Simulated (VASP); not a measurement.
## NaB3: elastic constants with optPBE-vdW

NaB3:

```
CELL_PARAMETERS angstrom
3.48247 0.00000 0.00000
0.00000 3.48247 0.00000
0.00000 0.00000 3.39720
ATOMIC_POSITIONS crystal
Na 0.00000 0.00000 0.00000
B 0.00000 0.50000 0.50000
B 0.50000 0.00000 0.50000
B 0.50000 0.50000 0.00000
```

The cell was built by a generator and needn't be a form met in nature.

```json
{
  "Program": "VASP 6.6.1",
  "Task": "elastic constants",
  "Functional": "optPBE-vdW",
  "Potentials or basis": "VASP PAW PBE potentials, release 64 (Na_pv, B)",
  "Cutoff": "600 eV",
  "k mesh": "6 × 6 × 6",
  "Occupations": "gaussian, width 0.01 eV",
  "Spin": "no spin polarisation",
  "Ions in elastic constants": "relaxed",
  "Further INCAR settings": "ALGO = Normal; EDIFF = 1e-08; NBANDS = 12; NELMDL = -12; IBRION = 6; POTIM = 0.015; NSW = 1; ISIF = 3"
}
```

- Relaxed volume: 9.21 Å³/atom
- Relaxed cell: a = 3.329 Å, b = 3.329 Å, c = 3.325 Å, α = 90.00°, β = 90.00°, γ = 90.00°
- Space group after relaxing (to 0.05 Å): Pm-3m (No. 221)
- Elastic constants C11, C12, C44: 167, 62, -8 GPa
- Voigt bulk modulus: 100 GPa
- Highest phonon frequency at Γ, LO-TO splitting left out: 548 cm⁻¹
- Most unstable mode: 576i cm⁻¹

Step by step:
| step | energy change (eV) | largest force (eV/Å) | pressure (GPa) | volume (Å³) |
| --- | --- | --- | --- | --- |
| 1 | 0.0000 | 0.0000 | -7.82 | 41.20 |
| 2 | -0.1105 | 0.0000 | -3.19 | 38.27 |
| 3 | -0.1256 | 0.0000 | -0.79 | 37.21 |
| 4 | -0.1265 | 0.0000 | 0.28 | 36.84 |
| 5 | -0.1265 | 0.0000 | 0.03 | 36.93 |
| 6 | -0.1279 | 0.0000 | 0.05 | 36.92 |
| 7 | -0.1287 | 0.0000 | -0.19 | 36.91 |
| 8 | -0.1261 | 0.0000 | -0.03 | 36.89 |
| 9 | -0.1288 | 0.0000 | -0.19 | 36.91 |
| 10 | -0.1288 | 0.0000 | -0.19 | 36.91 |
| 11 | -0.1288 | 0.0000 | 0.06 | 36.83 |
| 12 | -0.1288 | 0.0000 | 0.00 | 36.85 |

Final structure:
```
Na B
1.0
     3.32892    0.00000    0.00000
     0.00000    3.32892    0.00000
     0.00000    0.00000    3.32532
Na B
1 3
Direct
  0.00000 0.00000 0.00000
  0.00000 0.50000 0.50000
  0.50000 0.00000 0.50000
  0.50000 0.50000 0.00000
```

Phonon frequencies in cm⁻¹ (negative: imaginary):
| q point | frequencies |
| --- | --- |
| (0.000, 0.000, 0.000) | -576 -576 -573 0 0 0 171 171 173 548 548 548 |

Elastic tensor in Voigt notation (GPa, in the Cartesian axes of the cell as first typed):
```
167  62  68   0   0   0
 62 167  68   0   0   0
 68  68 175   0   0   0
  0   0   0  -8   0   0
  0   0   0   0  -8   0
  0   0   0   0   0  -8
```

Clamped-ion elastic tensor (GPa):
```
167  62  68   0   0   0
 62 167  68   0   0   0
 68  68 175   0   0   0
  0   0   0  -8   0   0
  0   0   0   0  -8   0
  0   0   0   0   0  -8
```

It took 27 min on 1 thread of AMD EPYC 7R43 64-Core Processor (Zen 3), on a shared host, peak memory 0.29 GiB.

Caveat: some modes are imaginary; the elastic tensor has a negative eigenvalue, so either the cell is unstable as it stands or the mesh is too thin; the PAW data sets were made with another functional, which shifts forces and pressure a little.
